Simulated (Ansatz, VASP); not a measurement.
# NiHgN: VASP beside Ansatz, part 2 of 2

One calculation is typed for both programs; each brings its own data sets and cutoff. How far apart do they land? The cell is invented: As first built, before any earlier steps moved the atoms (in the runner's words): it takes the CaNiN structure with some of its atoms replaced by other elements, volume scaled by an estimate. It may not be a known or stable phase. The cell is taken from a series of VASP runs on this material, whose earlier steps may have relaxed, scaled or displaced it; both programs get it as it stands.

VASP 6.6.1 and Ansatz 0.2.0.

So far: Starting point; VASP: single point, PBE.

## (3) Ansatz: single point, PBE

Level of this step: Ansatz beside VASP: Kohn-Sham DFT, plane waves, PBE (Ansatz).

Ansatz runs on its default PAW (the set named soft_2) files.

The same cell, functional, mesh and smearing now go to Ansatz, which takes its cutoff from its data sets.

Contents of input.yaml:

```yaml
crystal:
  lattice:
    - [3.4997987742, 0.0, 0.0]
    - [0.0, 3.4997987742, 0.0]
    - [0.0, 0.0, 7.6734265856]
  atoms:
    - { symbol: Hg, position: [0.0, 0.0, 0.25] }
    - { symbol: Hg, position: [0.0, 0.0, 0.75] }
    - { symbol: Ni, position: [0.5, 0.5, 0.0], spin: 1.0 }
    - { symbol: Ni, position: [0.5, 0.5, 0.5], spin: 1.0 }
    - { symbol: "N", position: [0.0, 0.5, 0.0] }
    - { symbol: "N", position: [0.5, 0.0, 0.5] }
hamiltonian:
  xc: pbe
  pseudopotentials: { kind: paw }
magnetization:
  spin_polarized: true
kpoints:
  mp_grid: { grid: [6, 6, 3] }
scf:
  occupations: { method: fermi_dirac, width: 0.05 }
  n_extra_bands: 5
output:
  forces: true
  stress: true
  eigenvalues: true
```

Run with:

```sh
ansatz run input.yaml --threads 4 --pin off --max-ram 9216MiB --backend cpu --events-out ev --progress --plain --runs-dir out
```

Numbers of over 12 decimals in the logs are rounded to 6 here.

What it wrote:

```text
Warning: the band count 48 (scf.n_extra_bands) hosts the net moment |M| = 2.0000 μB (N_el = 86) but caps the reachable moment at 2·n_bands − N_el = 10.0000 μB, below the 53 bands that the automatic rule leaves for it — a moment growing past the seed, or the majority channel's smearing tail, pins there with fewer empty majority states than that count leaves; raise or omit scf.n_extra_bands unless the cap is intended
scf.n_extra_bands = 5 over 43 filled bands (N_el = 86.0): the run solves 48 bands
Engine: ansatz 0.2.0, x86_64-unknown-linux-gnu
Pseudopotentials: kind: paw
Pseudopotential: Hg, paw, valence charge 20, recommended cutoff 420 eV (normal), Hg.paw.azcp
Pseudopotential: Ni, paw, valence charge 18, recommended cutoff 420 eV (normal), Ni.paw.azcp
Pseudopotential: N, paw, valence charge 5, recommended cutoff 420 eV (normal), N.paw.azcp
Functional definition: PBE
  parameter kappa = 0.804
  parameter beta = 0.066725
  exchange = pbe_x(kappa = kappa, mu = beta*pi^2/3)
  correlation = pbe_c(beta = beta)
Crystal: 6 atoms, lattice volume = 93.989 Å³
Basis set: ecut = 420 eV, 1845 PW (Γ), exchange–correlation on 48×48×108 points (8 copies of the dense FFT grid, shifted against one another)
Bands: 48, of which v1, the nominal top of the filled ones, is band 43 counted from 1 (42 counted from 0)
Symmetry: 16 space group operations
Space group: P42/mmc (ITA 131), of the structure as read, at distance tolerance 4.5e-5 Å
Magnetic group: BNS 131.435 (UNI 1095), of the structure as read, at distance tolerance 4.5e-5 Å
k-points: 20 of 108
Non-local potential: Hg, projectors of the file, l = 0: 3, l = 1: 2, l = 2: 2, l = 3: 1
Non-local potential: Ni, projectors of the file, l = 0: 3, l = 1: 2, l = 2: 3, l = 3: 1
Non-local potential: N, projectors of the file, l = 0: 2, l = 1: 2, l = 2: 1
PAW form: soft (Blöchl's): semilocal exchange-correlation on the pseudo side does not see the compensation charge
PAW one-centre angular grid: Hg, 590 points (default); XC on 64 Gauss nodes
PAW one-centre angular grid: Ni, 590 points (default); XC on 64 Gauss nodes
PAW one-centre angular grid: N, 110 points (default); XC on 64 Gauss nodes
Initial density: superposition of atomic densities (chi_scale 0.1, normalization cell, long waves kept (reshape's long-wave potential 0.01 eV rms))
Starting moments: Σ|m| = 2 μB on 2 of 6 sites
Initial wavefunctions: pseudopotential atomic-orbital guess
Functional: x = pbe(κ = 0.804, μ = 0.219515), c = pbe(β = 0.066725)
SCF iter   1: F=—  HF=-40068.499041 eV  |F-HF|=—  |Δ(HF+E_count)|=         —  Δρ=1.37e-1 (↑5.06e-2 ↓1.37e-1)  dr2=3.11e1  dr2_m=2.11e0  M=0.573 μB ∫|m|=0.616 μB  β_m=0.30  ethr=3.10e-3  ⟨swp⟩=5.6  Hψ=6725  notcnv=0
Mixer restart at iter 1: flushing history
preconditioner: auto → Kerker (q_TF=auto, 2.688 Å⁻¹)  [metal: Δε(μ)=0.024 eV  Ē_g=6.615 eV  σ=0.050 eV  W_gap=0.12  n_scr=38 (ndim 8)  ℏωp=28.1 eV  f_vac=0.000  D(μ)=4.09/eV (n_scr^D=38)]
spin=Collinear: Kerker preconditioning applied to the charge; magnetization (m = ρ↑ − ρ↓) channel mixes plain (no charge-response kernel on spin).
SCF iter   2: F=—  HF=-40070.525489 eV  |F-HF|=—  |Δ(HF+E_count)|=    2.03e0  Δρ=5.95e-2 (↑3.63e-2 ↓5.95e-2)  dr2=7.39e0  dr2_m=9.63e-1  M=0.597 μB ∫|m|=0.654 μB  β_m=0.39  ethr=3.10e-3  ⟨swp⟩=3.0  Hψ=4354  notcnv=0
SCF iter   3: F=—  HF=-40070.526634 eV  |F-HF|=—  |Δ(HF+E_count)|=   1.15e-3  Δρ=5.13e-2 (↑2.13e-2 ↓5.13e-2)  dr2=4.62e0  dr2_m=6.62e-1  M=0.238 μB ∫|m|=0.306 μB  β_m=0.48  ethr=3.10e-3  ⟨swp⟩=2.4  Hψ=2641  notcnv=0
SCF iter   4: F=—  HF=-40069.908845 eV  |F-HF|=—  |Δ(HF+E_count)|=   6.18e-1  Δρ=1.90e-2 (↑1.90e-2 ↓1.09e-2)  dr2=4.08e-1  dr2_m=2.64e-2  M=0.043 μB ∫|m|=0.086 μB  β_m=0.59  ethr=3.10e-3  ⟨swp⟩=2.8  Hψ=3339  notcnv=0
SCF iter   5: F=—  HF=-40069.990834 eV  |F-HF|=—  |Δ(HF+E_count)|=   8.20e-2  Δρ=1.22e-2 (↑1.22e-2 ↓1.11e-2)  dr2=2.79e-1  dr2_m=6.36e-4  M=0.007 μB ∫|m|=0.028 μB  β_m=0.80  ethr=4.74e-4  ⟨swp⟩=2.0  Hψ=2916  notcnv=0
SCF iter   6: F=—  HF=-40070.122406 eV  |F-HF|=—  |Δ(HF+E_count)|=   1.32e-1  Δρ=1.01e-3 (↑9.35e-4 ↓1.01e-3)  dr2=1.96e-3  dr2_m=1.82e-5  M=-0.002 μB ∫|m|=0.005 μB  β_m=0.83  ethr=3.24e-4  ⟨swp⟩=2.6  Hψ=2888  notcnv=0
SCF iter   7: F=—  HF=-40070.125099 eV  |F-HF|=—  |Δ(HF+E_count)|=   2.69e-3  Δρ=9.26e-4 (↑9.26e-4 ↓6.50e-4)  dr2=1.80e-3  dr2_m=2.32e-5  M=-0.002 μB ∫|m|=0.004 μB  β_m=0.92  ethr=2.28e-6  ⟨swp⟩=2.0  Hψ=3387  notcnv=0
SCF iter   8: F=—  HF=-40070.125059 eV  |F-HF|=—  |Δ(HF+E_count)|=   4.02e-5  Δρ=1.85e-4 (↑1.85e-4 ↓1.60e-4)  dr2=1.18e-4  dr2_m=6.23e-7  M=-0.000 μB ∫|m|=0.001 μB  β_m=0.91  ethr=2.10e-6  ⟨swp⟩=2.0  Hψ=2299  notcnv=0
SCF iter   9: F=—  HF=-40070.125090 eV  |F-HF|=—  |Δ(HF+E_count)|=   3.09e-5  Δρ=1.11e-4 (↑1.11e-4 ↓9.96e-5)  dr2=3.55e-5  dr2_m=1.45e-7  M=-0.000 μB ∫|m|=0.000 μB  β_m=0.96  ethr=1.38e-7  ⟨swp⟩=2.0  Hψ=2654  notcnv=0
SCF iter  10: F=—  HF=-40070.125506 eV  |F-HF|=—  |Δ(HF+E_count)|=   4.16e-4  Δρ=3.33e-5 (↑3.33e-5 ↓3.23e-5)  dr2=3.45e-6  dr2_m=6.71e-9  M=-0.000 μB ∫|m|=0.000 μB  β_m=0.98  ethr=4.13e-8  ⟨swp⟩=2.0  Hψ=2599  notcnv=0
SCF iter  11: F=—  HF=-40070.125506 eV  |F-HF|=—  |Δ(HF+E_count)|=   1.88e-7  Δρ=1.12e-5 (↑9.28e-6 ↓1.12e-5)  dr2=4.13e-7  dr2_m=1.30e-9  M=0.000 μB ∫|m|=0.000 μB  β_m=0.99  ethr=4.01e-9  ⟨swp⟩=2.0  Hψ=2696  notcnv=0
SCF iter  12: F=—  HF=-40070.125506 eV  |F-HF|=—  |Δ(HF+E_count)|=   1.54e-8  Δρ=3.60e-6 (↑2.71e-6 ↓3.60e-6)  dr2=2.86e-8  dr2_m=4.05e-10  M=0.000 μB ∫|m|=0.000 μB  β_m=0.95  ethr=4.80e-10  ⟨swp⟩=2.0  Hψ=2946  notcnv=0
SCF iter  13: F=—  HF=-40070.125506 eV  |F-HF|=—  |Δ(HF+E_count)|=   8.48e-9  Δρ=7.10e-6 (↑7.10e-6 ↓6.69e-6)  dr2=1.40e-7  dr2_m=5.58e-11  M=0.000 μB ∫|m|=0.000 μB  β_m=0.95  ethr=3.33e-11  ⟨swp⟩=2.0  Hψ=3579  notcnv=0
SCF iter  14: F=-40070.125506 eV  HF=-40070.125506 eV  |F-HF|=1.69e-9  |Δ(HF+E_count)|=   1.27e-8  Δρ=9.12e-7 (↑9.12e-7 ↓8.43e-7)  dr2=2.68e-9  dr2_m=6.57e-12  M=0.000 μB ∫|m|=0.000 μB  ethr=3.33e-11  ⟨swp⟩=2.0  Hψ=5632  notcnv=0
SCF 1 converged in 14 iterations: F = -40070.125506 eV  dr2 = 2.68e-9
  greatest PAW one-centre occupation: 1.001 electrons in one spin orbital (limit 2), on the Ni atom at site 3 (counted from 0), in its partial waves of l = 1
WARN: the starting moments were not kept: the SCF closed with an absolute magnetisation of 5.0e-6 μB, where they sum to 2 μB in size (2 sites). That is at most 0.1 of that sum. Measured as dr2_m measures the in/out step, that magnetisation stands 8.3e-12 eV from none, at or under the dr2_threshold of 1.0e-7 eV: it is no larger than a step whose dr2_m would equal this threshold. The system may hold no moment; this SCF [...]
SCF converged after 14 iterations
Magnetization: 0.0000 μB (43.0000 up, 43.0000 down)
Absolute magnetization: 0.0000 μB (∫|ρ↑−ρ↓|, with the PAW one-centre terms)
Spin contamination: 0.0000 ħ² per cell (⟨S²⟩ above its minimum at these occupations)
Per-site moments (μB) at R_I (Å): [(-3.388674486604086e-9, 1.071090), (-3.388674489576923e-9, 1.071090), (9.818919671980768e-7, 0.721833), (9.818919670780582e-7, 0.721833), (4.874684176067149e-7, 0.721833), (4.874684181187607e-7, 0.721833)]
Free energy (F): -40070.125506 eV
Harris-Foulkes:  -40070.125506 eV  (|F-HF|=1.69e-9)
Internal energy: -40070.100339 eV  (E = F + TS)
E sigma→0 (E₀):  -40070.112923 eV
Entropy (-TS):   -0.025167 eV (-4.195 meV/atom)
Fermi energy:    12.297236 eV
--- Per-component energies (eV) ---
  E_band       = -1593.714988
  E_kinetic    = 2018.787335
  E_local      = -14111.509933  (includes V_loc(G=0)·N_el)
  E_nonlocal   = 1509.878190
  E_hartree    = 5921.040718
  E_xc         = -724.690000
  E_vxc        = -888.044348  (∫ρ·V_xc dr)
  E_paw        = -23399.265585  (= ΣΔE_a)
  E_vpaw       = -1964.914847  (= ΣTr[D̂ρ^β])
  E_aug_tail   = 0.003286  (compensation charges beyond the density's cutoff)
  E_ewald      = -11284.344349
  E_smearing   = -0.025167  (= −TS)
  E_closure    = 0.000000  (closes the sum)
  Σ components = -40070.125506   (vs F -40070.125506, Δ=0.00e0)
--- Forces (eV/Å), atoms counted from 1 ---
  atom   1  Hg     0.00000000     0.00000000     0.00000000
  atom   2  Hg     0.00000000     0.00000000    -0.00000000
  atom   3  Ni     0.00000000     0.00000000     0.00000000
  atom   4  Ni     0.00000000    -0.00000000     0.00000000
  atom   5  N      0.00000000     0.00000000     0.00000000
  atom   6  N      0.00000000    -0.00000000     0.00000000
  max |Σ_I F_I| component: 5.20e-18 eV/Å
--- Stress (GPa, compression-positive) ---
       -0.351223       0.000000       0.000000
        0.000000      -0.351223       0.000000
        0.000000       0.000000      -0.159472
  P = ⅓ Tr σ = -0.2873 GPa (-2.873 kbar)
--- Band table (eV; the first three rows and the last of 40) ---
  k-point 0 ↑: bands = [... 39 lower, 10.7411, 10.9441, 11.2192, 11.2192, 11.2350, 12.6815, 13.6999, 15.7933, ... 1 higher]
  k-point 1 ↑: bands = [... 39 lower, 10.7838, 11.0245, 11.1638, 11.2169, 11.2169, 12.8847, 13.3527, 16.4793, ... 1 higher]
  k-point 2 ↑: bands = [... 39 lower, 11.0111, 11.1983, 11.2314, 11.3083, 11.8142, 13.0128, 13.8207, 16.3140, ... 1 higher]
  k-point 19 ↓: bands = [... 39 lower, 12.0746, 12.2340, 12.2719, 12.7231, 12.7231, 13.4688, 14.5837, 14.5837, ... 1 higher]
```

Wall time 4.2 s (4 threads of Intel Xeon 6975P-C (Granite Rapids), shared host); peak memory 0.59 GiB; 14 s of CPU time.

The run ends at a pressure of -0.29 GPa.

## (4) Comparison

Known differences besides the potentials themselves: the data sets hold 86 valence electrons in Ansatz (default PAW (the set named soft_2) files) and 54 in VASP; the cutoff is 420 eV in Ansatz and 520 eV in VASP; VASP leaves aspherical gradient terms in its spheres out (LASPH is not set), Ansatz keeps them. Total energies have different zeros and are not compared.

Compared:

| quantity | Ansatz | VASP | difference |
| --- | --- | --- | --- |
| pressure (GPa) | -0.29 | 0.07 | -0.36 |
| pressure without Ansatz's Pulay correction (GPa) | -0.53 | 0.07 | -0.61 |

Ansatz's pressure holds a Pulay correction of 0.25 GPa; VASP's holds none.

## (5) Outcome

| Quantity | Value |
| --- | --- |
| difference in pressure (single point, PBE) | -0.36 GPa |

What this shows: The difference in pressure is -0.36 GPa (single point, PBE), within the 1 GPa picked in this series as the mark of a large difference. How closely two codes agree says nothing of how well the functional describes the real material.

[Lines on the potential files, build, host, timing and source positions are cut from VASP's logs without a mark.]

[Logs are printed without paths, hosts, clocks, repeated set-up lines and the standing remarks that a program may print on its own settings, such as how far it seeks lower states.]

[Hosts, paths, dates, database ids (printed as entryN), source tags and the programs' standing remarks are cut or masked in the printed files.]
